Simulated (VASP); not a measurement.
Here is the system:

```
HfN
1.0
    0.00000     2.31691     2.22100
    2.25079     0.00000     2.22100
    2.25079     2.31691     0.00000
Hf N
1 1
Direct
  0.00000   0.00000   0.00000
  0.47828   0.52172   0.52172
```

Method: PBE GGA, VASP's PBE PAW potentials (set 64) (plane waves; VASP). Settings: 520 eV cut-off, 13×13×13 Γ-centred mesh, first-order Methfessel-Paxton smearing of 0.10 eV, potentials Hf_sv N.

### Question
Give the force on each atom (eV/Å).

### Answer

```tsv
atom	Fx	Fy	Fz
Hf1	1.214	0.000	0.000
N2	-1.214	0.000	0.000
```

### Question
Give the stress tensor in GPa (positive for a compressed cell).

### Answer

```
 9.26   0.00   0.00
 0.00  -7.69   0.00
 0.00   0.00  12.39
```
The pressure is its mean diagonal, 4.65 GPa.

The compound is HfN in the rock salt structure. The cell was not relaxed at this level, atoms are displaced from their ideal sites. The run is one of a series of settings (POTCAR Hf_sv N (PBE.64 set) against the base run), some of them coarse on purpose. The electron count is odd and the run is not spin-polarised, which forces a metal.
